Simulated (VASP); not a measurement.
# CdSe with PBE: from relaxation to properties, part 3 of 4

Aim: relax CdSe, then compute properties on the relaxed cell. The start is a computed cell from the Materials Project.

VASP 6.6.1; PBE; plane waves and PAW (Cd, Se).

So far, gap on the k-mesh (eV): 0.495 in steps 2, 3 and 4.

## (6) Density of states (PBE)

Here the states are counted by energy and projected on the atoms. The mesh is finer than in the run before.

INCAR

```
SYSTEM = CdSe
PREC = Accurate
ENCUT = 400
EDIFF = 1E-06
NELM = 100
ISMEAR = -5
SIGMA = 0.05
LREAL = .FALSE.
ALGO = Normal
GGA = PE
NBANDS = 21
LORBIT = 11
LWAVE = .FALSE.
LCHARG = .FALSE.
KPAR = 2
NEDOS = 2001
```

POSCAR

```
CdSe
1.0
    0.0000000000      3.0949873672      3.0949873672
    3.0949873672      0.0000000000      3.0949873672
    3.0949873672      3.0949873672      0.0000000000
Cd Se
1 1
Direct
    0.0000000000      0.0000000000      0.0000000000
    0.7500000000      0.7500000000      0.7500000000
```

KPOINTS

```
Automatic mesh
0
Gamma
9 9 9
0 0 0
```

The projector-augmented-wave data sets are Cd and Se (PBE family, release 64).

Started as:

```sh
$ mpirun -np 2 vasp_std
```

Log:

```text
[... set-up lines as in an earlier step ...]
 entering main loop
       N       E                     dE             d eps       ncg     rms          rms(c)
DAV:   1     0.940935640240E+02    0.94094E+02   -0.75420E+03  1574   0.626E+02
DAV:   2    -0.200437807036E+01   -0.96098E+02   -0.90815E+02  1690   0.186E+02
DAV:   3    -0.586567913250E+01   -0.38613E+01   -0.38429E+01  1758   0.380E+01
DAV:   4    -0.588134706098E+01   -0.15668E-01   -0.15667E-01  1635   0.243E+00
DAV:   5    -0.588142944615E+01   -0.82385E-04   -0.82385E-04  1778   0.159E-01    0.561E+00
DAV:   6    -0.551591793723E+01    0.36551E+00   -0.36298E-01  1798   0.647E+00    0.455E+00
DAV:   7    -0.549473939785E+01    0.21179E-01   -0.12091E-01  1713   0.187E+00    0.195E+00
DAV:   8    -0.549553658267E+01   -0.79718E-03   -0.11530E-02  1625   0.973E-01    0.266E-01
DAV:   9    -0.549579527969E+01   -0.25870E-03   -0.11417E-03  1685   0.334E-01    0.621E-02
DAV:  10    -0.549584274246E+01   -0.47463E-04   -0.12636E-04  1724   0.116E-01    0.469E-02
DAV:  11    -0.549589644447E+01   -0.53702E-04   -0.77128E-05  1565   0.431E-02    0.200E-02
DAV:  12    -0.549589644345E+01    0.10216E-08   -0.90927E-07  1612   0.624E-03
   1 F= -.54958964E+01 E0= -.54958964E+01  d E =0.000000E+00
```

Run time: 16 s. Hardware: 2 MPI ranks of Intel Xeon Platinum 8259CL at 2.50GHz (Skylake/Cascade Lake), shared host; peak memory 0.33 GiB.

Parts of OUTCAR (step 6):

```text
   k-points           NKPTS =     35   k-points in BZ     NKDIM =     35   number of bands    NBANDS=     21

   NELECT =      18.0000    total number of electrons

 E-fermi :   0.5507

 k-point     1 :       0.0000    0.0000    0.0000
  band No.  band energies     occupation
    ...
      5      -6.9104      2.00000
      6      -6.9104      2.00000
      7       0.5380      2.00000
      8       0.5380      2.00000
      9       0.5380      2.00000
     10       1.0357      0.00000
     11       6.4664      0.00000
     12       6.4664      0.00000
     13       6.4664      0.00000
     14      10.1090      0.00000
    ...

  Total        0.0087383      0.0087383      0.0087383     -0.0000000     -0.0000000     -0.0000000
  in kB        0.2361200      0.2361200      0.2361200     -0.0000000     -0.0000000     -0.0000000
  external PRESSURE =       0.2361200 kB  Pullay stress =       0.0000000 kB

  FREE ENERGIE OF THE ION-ELECTRON SYSTEM (eV)
  ---------------------------------------------------
  free  energy   TOTEN  =        -5.4958964434 eV

  energy  without entropy=       -5.4958964434  energy(sigma->0) =       -5.49589644

[... 7 parts as in an earlier step ...]

[... 10 further parts left out ...]
```

This step gave:

```yaml
irreducible_k_points: 35
free_energy_toten: -5.496 eV
fermi_energy: 0.5507 eV
pressure: 0.02361 GPa
gap_on_the_k_mesh: 0.4977 eV
least_direct_gap_on_the_k_mesh: 0.4977 eV
```

The density of states has structure finer than the step of the table below, so its rows give means over 1 eV, whole bins alone (the curve runs from -12.0 to 8.41 eV). Peaks (eV: height): total -7.6: 29.0, -7.5: 35.5, -3.7: 6.15; Se p -7.6: 0.496, -3.7: 1.64, -0.8: 1.17, 6.7: 0.375; Cd s -3.7: 1.31, 3.8: 0.314; Cd p -1.7: 0.177, 5.5: 0.212, 6.7: 0.614; Cd d -7.6: 26.4, -7.5: 33.5.

States under -12.0 eV and over 8.4 eV are left out. The density of states by energy, zero at the valence-band top; means over each step; values in states/eV/cell:

| energy (eV) | total | Se p | Cd s | Cd p | Cd d | Se s |
| --- | --- | --- | --- | --- | --- | --- |
| -9 | 0 | 0 | 0 | 0 | 0 | 0 |
| -8 | 5.44 | 0.0843 | 0.00347 | 0.00246 | 4.98 | 0.00297 |
| -7 | 4.55 | 0.0120 | 0.00778 | 0.00235 | 4.21 | 0.0663 |
| -6 | 0 | 0 | 0 | 0 | 0 | 0 |
| -5 | 0 | 0 | 0 | 0 | 0 | 0 |
| -4 | 1.22 | 0.325 | 0.247 | 0.0141 | 0.0270 | 0.0114 |
| -3 | 0.578 | 0.154 | 0.0984 | 0.00897 | 0.0307 | 0.0195 |
| -2 | 1.58 | 0.601 | 0.0377 | 0.0982 | 0.0648 | 0.0113 |
| -1 | 2.30 | 1.03 | 0.0169 | 0.129 | 0.122 | 0.00500 |
| 0 | 0.317 | 0.160 | 6.9e-4 | 0.0117 | 0.0240 | 2.5e-4 |
| 1 | 0.0130 | 0.00215 | 0.00279 | 1.7e-4 | 1.4e-4 | 0.00172 |
| 2 | 0.156 | 0.0294 | 0.0316 | 0.00455 | 0.00134 | 0.0157 |
| 3 | 0.779 | 0.126 | 0.162 | 0.0333 | 0.00686 | 0.0561 |
| 4 | 1.30 | 0.192 | 0.232 | 0.0686 | 0.0265 | 0.0428 |
| 5 | 1.09 | 0.145 | 0.0801 | 0.0952 | 0.0303 | 0.00881 |
| 6 | 1.19 | 0.103 | 0.0239 | 0.173 | 0.0276 | 0.00801 |
| 7 | 2.14 | 0.235 | 0.0262 | 0.311 | 0.0507 | 0.0248 |

The gap on this mesh is 0.50 eV. In the top eV of the valence band the largest shares in the PAW spheres are Se p 48 % and Cd d 6 %; in the lowest eV of the conduction band, Cd s 22 %, Se p 16 % and Se s 13 %. The rest lies in smaller channels or between the spheres.

## (7) Volume scan with PBE, volume scale 0.94

An equation of state needs energies on both sides of the minimum, all on one mesh and cutoff.

INCAR

```
SYSTEM = CdSe
PREC = Accurate
ENCUT = 400
EDIFF = 1E-06
NELM = 100
ISMEAR = 0
SIGMA = 0.05
LREAL = .FALSE.
ALGO = Normal
GGA = PE
NBANDS = 15
LORBIT = 11
LWAVE = .FALSE.
LCHARG = .FALSE.
KPAR = 2
ISIF = 2
```

POSCAR

```
CdSe
1.0
    0.0000000000      3.0318066316      3.0318066316
    3.0318066316      0.0000000000      3.0318066316
    3.0318066316      3.0318066316      0.0000000000
Cd Se
1 1
Direct
    0.0000000000      0.0000000000      0.0000000000
    0.7500000000      0.7500000000      0.7500000000
```

KPOINTS

```
Automatic mesh
0
Gamma
6 6 6
0 0 0
```

Started as:

```sh
$ mpirun -np 2 vasp_std
```

Log:

```text
[... set-up lines as in an earlier step ...]
 entering main loop
       N       E                     dE             d eps       ncg     rms          rms(c)
DAV:   1     0.898334771334E+02    0.89833E+02   -0.76129E+03   496   0.863E+02
DAV:   2    -0.267393708550E+01   -0.92507E+02   -0.89014E+02   606   0.241E+02
DAV:   3    -0.581320447526E+01   -0.31393E+01   -0.31358E+01   564   0.461E+01
DAV:   4    -0.582512449527E+01   -0.11920E-01   -0.11920E-01   620   0.281E+00
DAV:   5    -0.582520005550E+01   -0.75560E-04   -0.75560E-04   585   0.195E-01    0.641E+00
DAV:   6    -0.546941942823E+01    0.35578E+00   -0.55588E-01   676   0.942E+00    0.503E+00
DAV:   7    -0.544648683582E+01    0.22933E-01   -0.15623E-01   508   0.274E+00    0.214E+00
DAV:   8    -0.544733240570E+01   -0.84557E-03   -0.14659E-02   564   0.158E+00    0.256E-01
DAV:   9    -0.544747844422E+01   -0.14604E-03   -0.16074E-03   543   0.555E-01    0.480E-02
DAV:  10    -0.544754859071E+01   -0.70146E-04   -0.18408E-04   564   0.181E-01    0.434E-02
DAV:  11    -0.544759416844E+01   -0.45578E-04   -0.78084E-05   501   0.585E-02    0.145E-02
DAV:  12    -0.544759395291E+01    0.21553E-06   -0.35115E-06   648   0.260E-02
   1 F= -.54475940E+01 E0= -.54475940E+01  d E =-.319765E-11
```

Wall time 5.4 s (2 MPI ranks); peak memory 0.28 GiB; 9.4 s of CPU time.

Parts of OUTCAR (step 7):

```text
   ENCUT  =  400.0 eV  29.40 Ry    5.42 a.u.   6.99  6.99  6.99*2*pi/ulx,y,z

   NELECT =      18.0000    total number of electrons

 E-fermi :   1.2367

 k-point     1 :       0.0000    0.0000    0.0000
  band No.  band energies     occupation
    ...
      5      -6.5637      2.00000
      6      -6.5637      2.00000
      7       1.0209      2.00000
      8       1.0209      2.00000
      9       1.0209      2.00000
     10       1.6450      0.00000
     11       6.9520      0.00000
     12       6.9520      0.00000
     13       6.9520      0.00000
     14      10.8414      0.00000
    ...

  Total        1.1654000      1.1654000      1.1654000      0.0000000      0.0000000      0.0000000
  in kB       33.5004857     33.5004857     33.5004857      0.0000000      0.0000000      0.0000000
  external PRESSURE =      33.5004857 kB  Pullay stress =       0.0000000 kB

 POSITION                                       TOTAL-FORCE (eV/Angst)
 -----------------------------------------------------------------------------------
      0.00000      0.00000      0.00000         0.000000     -0.000000      0.000000
      4.54771      4.54771      4.54771        -0.000000      0.000000     -0.000000
 -----------------------------------------------------------------------------------
    total drift:                                0.000001      0.000001      0.000001

  FREE ENERGIE OF THE ION-ELECTRON SYSTEM (eV)
  ---------------------------------------------------
  free  energy   TOTEN  =        -5.4475939529 eV

  energy  without entropy=       -5.4475939529  energy(sigma->0) =       -5.44759395

[... 4 parts as in an earlier step ...]

[... 12 further parts left out ...]
```

The scan keeps the cell's shape and the fractional positions fixed.

Numbers from this step:

```
bands                          : 15
irreducible k-points           : 16
free energy (TOTEN)            : -5.448 eV
Fermi energy                   : 1.237 eV
pressure                       : 3.350 GPa
gap on the k-mesh              : 0.6241 eV
least direct gap on the k-mesh : 0.6241 eV
```

The pressure here is 3.35 GPa.

## (8) Volume scan with PBE, volume scale 0.96

INCAR is that of step 7.

POSCAR

```
CdSe
1.0
    0.0000000000      3.0531580860      3.0531580860
    3.0531580860      0.0000000000      3.0531580860
    3.0531580860      3.0531580860      0.0000000000
Cd Se
1 1
Direct
    0.0000000000      0.0000000000      0.0000000000
    0.7500000000      0.7500000000      0.7500000000
```

KPOINTS is that of step 7.

Started as:

```sh
$ mpirun -np 2 vasp_std
```

Log:

```text
[... set-up lines as in an earlier step ...]
 entering main loop
       N       E                     dE             d eps       ncg     rms          rms(c)
DAV:   1     0.928304772784E+02    0.92830E+02   -0.77936E+03   496   0.873E+02
DAV:   2    -0.244937644375E+01   -0.95280E+02   -0.91107E+02   564   0.241E+02
DAV:   3    -0.583750248473E+01   -0.33881E+01   -0.33828E+01   571   0.478E+01
DAV:   4    -0.585104930795E+01   -0.13547E-01   -0.13546E-01   592   0.291E+00
DAV:   5    -0.585113575170E+01   -0.86444E-04   -0.86443E-04   606   0.208E-01    0.612E+00
DAV:   6    -0.549193740909E+01    0.35920E+00   -0.56379E-01   676   0.929E+00    0.484E+00
DAV:   7    -0.546954297615E+01    0.22394E-01   -0.15215E-01   508   0.270E+00    0.208E+00
DAV:   8    -0.547039013381E+01   -0.84716E-03   -0.13922E-02   564   0.152E+00    0.252E-01
DAV:   9    -0.547055811273E+01   -0.16798E-03   -0.15657E-03   536   0.535E-01    0.467E-02
DAV:  10    -0.547062844166E+01   -0.70329E-04   -0.17901E-04   543   0.177E-01    0.437E-02
DAV:  11    -0.547067613490E+01   -0.47693E-04   -0.82061E-05   515   0.596E-02    0.152E-02
DAV:  12    -0.547067573423E+01    0.40067E-06   -0.34434E-06   655   0.249E-02
   1 F= -.54706757E+01 E0= -.54706757E+01  d E =-.181710E-12
```

The job ended after 7.6 s (2 MPI ranks; peak memory 0.29 GiB).

OUTCAR, selected parts (step 8):

```text
   ENCUT  =  400.0 eV  29.40 Ry    5.42 a.u.   7.04  7.04  7.04*2*pi/ulx,y,z

   NELECT =      18.0000    total number of electrons

 E-fermi :   1.0850

 k-point     1 :       0.0000    0.0000    0.0000
  band No.  band energies     occupation
    ...
      5      -6.6831      2.00000
      6      -6.6831      2.00000
      7       0.8532      2.00000
      8       0.8532      2.00000
      9       0.8532      2.00000
     10       1.4335      0.00000
     11       6.7841      0.00000
     12       6.7841      0.00000
     13       6.7841      0.00000
     14      10.5883      0.00000
    ...

  Total        0.7521691      0.7521691      0.7521691     -0.0000000     -0.0000000      0.0000000
  in kB       21.1713328     21.1713328     21.1713328     -0.0000000     -0.0000000      0.0000000
  external PRESSURE =      21.1713328 kB  Pullay stress =       0.0000000 kB

 POSITION                                       TOTAL-FORCE (eV/Angst)
 -----------------------------------------------------------------------------------
      0.00000      0.00000      0.00000        -0.000000     -0.000000     -0.000000
      4.57974      4.57974      4.57974         0.000000      0.000000      0.000000
 -----------------------------------------------------------------------------------
    total drift:                                0.000001      0.000001      0.000001

  FREE ENERGIE OF THE ION-ELECTRON SYSTEM (eV)
  ---------------------------------------------------
  free  energy   TOTEN  =        -5.4706757342 eV

  energy  without entropy=       -5.4706757342  energy(sigma->0) =       -5.47067573

[... 4 parts as in an earlier step ...]

[... 12 further parts left out ...]
```

This step gave:

```
free energy (TOTEN)            : -5.471 eV
Fermi energy                   : 1.085 eV
pressure                       : 2.117 GPa
gap on the k-mesh              : 0.5803 eV
least direct gap on the k-mesh : 0.5803 eV
```

The pressure falls from 3.35 to 2.12 GPa.

The run ends at a pressure of 2.12 GPa.

## (9) Volume scan with PBE, volume scale 0.98

INCAR is that of step 8.

POSCAR

```
CdSe
1.0
    0.0000000000      3.0742150140      3.0742150140
    3.0742150140      0.0000000000      3.0742150140
    3.0742150140      3.0742150140      0.0000000000
Cd Se
1 1
Direct
    0.0000000000      0.0000000000      0.0000000000
    0.7500000000      0.7500000000      0.7500000000
```

KPOINTS is that of step 8.

Started as:

```sh
$ mpirun -np 2 vasp_std
```

Log:

```text
[... set-up lines as in an earlier step ...]
 entering main loop
       N       E                     dE             d eps       ncg     rms          rms(c)
DAV:   1     0.913540736474E+02    0.91354E+02   -0.75835E+03   488   0.861E+02
DAV:   2    -0.238478330550E+01   -0.93739E+02   -0.89355E+02   557   0.237E+02
DAV:   3    -0.585502136352E+01   -0.34702E+01   -0.34654E+01   571   0.477E+01
DAV:   4    -0.586894774326E+01   -0.13926E-01   -0.13926E-01   585   0.302E+00
[...]
DAV:  10    -0.548514770479E+01   -0.71720E-04   -0.17644E-04   571   0.173E-01    0.443E-02
DAV:  11    -0.548519703615E+01   -0.49331E-04   -0.85016E-05   522   0.603E-02    0.161E-02
DAV:  12    -0.548519655289E+01    0.48326E-06   -0.31081E-06   613   0.227E-02
   1 F= -.54851966E+01 E0= -.54851966E+01  d E =-.164089E-13
```

Elapsed: 5.6 s, on 2 MPI ranks; peak memory 0.28 GiB; 9.7 s of CPU time.

Parts of OUTCAR (step 9):

```text
  Total        0.3688475      0.3688475      0.3688475     -0.0000000     -0.0000000      0.0000000
  in kB       10.1700889     10.1700889     10.1700889     -0.0000000     -0.0000000      0.0000000
  external PRESSURE =      10.1700889 kB  Pullay stress =       0.0000000 kB

 POSITION                                       TOTAL-FORCE (eV/Angst)
 -----------------------------------------------------------------------------------
      0.00000      0.00000      0.00000        -0.000000     -0.000000      0.000000
      4.61132      4.61132      4.61132         0.000000      0.000000     -0.000000
 -----------------------------------------------------------------------------------
    total drift:                                0.000001      0.000001      0.000001

  FREE ENERGIE OF THE ION-ELECTRON SYSTEM (eV)
  ---------------------------------------------------
  free  energy   TOTEN  =        -5.4851965529 eV

  energy  without entropy=       -5.4851965529  energy(sigma->0) =       -5.48519655

[... 1 part as in an earlier step ...]

[... 2 further parts left out ...]
[key lines of the parts left out:]
E-fermi :   0.9381
```

The pressure falls from 2.12 to 1.02 GPa.

The run ends at a pressure of 1.02 GPa.

## (10) Volume scan with PBE, volume scale 1

INCAR is that of step 9.

POSCAR

```
CdSe
1.0
    0.0000000000      3.0949873672      3.0949873672
    3.0949873672      0.0000000000      3.0949873672
    3.0949873672      3.0949873672      0.0000000000
Cd Se
1 1
Direct
    0.0000000000      0.0000000000      0.0000000000
    0.7500000000      0.7500000000      0.7500000000
```

KPOINTS is that of step 9.

Started as:

```sh
$ mpirun -np 2 vasp_std
```

Log:

```text
[... set-up lines as in an earlier step ...]
 entering main loop
       N       E                     dE             d eps       ncg     rms          rms(c)
[... 12 cycles as in an earlier step ...]
   1 F= -.54918443E+01 E0= -.54918443E+01  d E =-.141786E-13
```

The job ended after 7.8 s (2 MPI ranks; peak memory 0.3 GiB).

Parts of OUTCAR (step 10):

```text
[... 6 parts as in an earlier step ...]

[... 1 further part left out ...]
[key lines of the parts left out:]
E-fermi :   0.7970
```

The pressure falls from 1.02 to 0.03 GPa.

The run ends at a pressure of 0.03 GPa.

## (11) Volume scan with PBE, volume scale 1.02

INCAR is that of step 10.

POSCAR

```
CdSe
1.0
    0.0000000000      3.1154845696      3.1154845696
    3.1154845696      0.0000000000      3.1154845696
    3.1154845696      3.1154845696      0.0000000000
Cd Se
1 1
Direct
    0.0000000000      0.0000000000      0.0000000000
    0.7500000000      0.7500000000      0.7500000000
```

KPOINTS is that of step 10.

Started as:

```sh
$ mpirun -np 2 vasp_std
```

Log:

```text
[... set-up lines as in an earlier step ...]
 entering main loop
       N       E                     dE             d eps       ncg     rms          rms(c)
DAV:   1     0.948867826760E+02    0.94887E+02   -0.74979E+03   480   0.860E+02
DAV:   2    -0.223724896341E+01   -0.97124E+02   -0.91870E+02   564   0.240E+02
DAV:   3    -0.586830943921E+01   -0.36311E+01   -0.36254E+01   592   0.493E+01
DAV:   4    -0.588330665394E+01   -0.14997E-01   -0.14997E-01   599   0.308E+00
[...]
DAV:  10    -0.549132323247E+01   -0.76113E-04   -0.16330E-04   557   0.160E-01    0.452E-02
DAV:  11    -0.549137622541E+01   -0.52993E-04   -0.89709E-05   515   0.608E-02    0.175E-02
DAV:  12    -0.549137576652E+01    0.45889E-06   -0.19022E-06   579   0.159E-02
   1 F= -.54913758E+01 E0= -.54913758E+01  d E =-.138002E-11
```

Run time: 6.6 s. Hardware: 2 MPI ranks; peak memory 0.3 GiB; 12 s of CPU time.

Parts of OUTCAR (step 11):

```text
  Total       -0.3200140     -0.3200140     -0.3200140     -0.0000000      0.0000000     -0.0000000
  in kB       -8.4775954     -8.4775954     -8.4775954     -0.0000000      0.0000000     -0.0000000
  external PRESSURE =      -8.4775954 kB  Pullay stress =       0.0000000 kB

 POSITION                                       TOTAL-FORCE (eV/Angst)
 -----------------------------------------------------------------------------------
      0.00000      0.00000      0.00000        -0.000000      0.000000      0.000000
      4.67323      4.67323      4.67323         0.000000     -0.000000     -0.000000
 -----------------------------------------------------------------------------------
    total drift:                                0.000001      0.000001      0.000001

  FREE ENERGIE OF THE ION-ELECTRON SYSTEM (eV)
  ---------------------------------------------------
  free  energy   TOTEN  =        -5.4913757665 eV

  energy  without entropy=       -5.4913757665  energy(sigma->0) =       -5.49137577

[... 1 part as in an earlier step ...]

[... 2 further parts left out ...]
[key lines of the parts left out:]
E-fermi :   0.6182
```

The pressure falls from 0.03 to -0.85 GPa.

The run ends at a pressure of -0.85 GPa.

[end of part 3 of 4]

[Lines on the potential files, build, host, timing and source positions are cut from VASP's logs without a mark.]

[Logs are printed without paths, hosts, clocks, repeated set-up lines and the standing remarks that a program may print on its own settings, such as how far it seeks lower states.]

[Hosts, paths, dates, database ids (printed as entryN), source tags and the programs' standing remarks are cut or masked in the printed files.]

[A measured line is paired with the nearest computed mode of its activity, which favours agreement.]
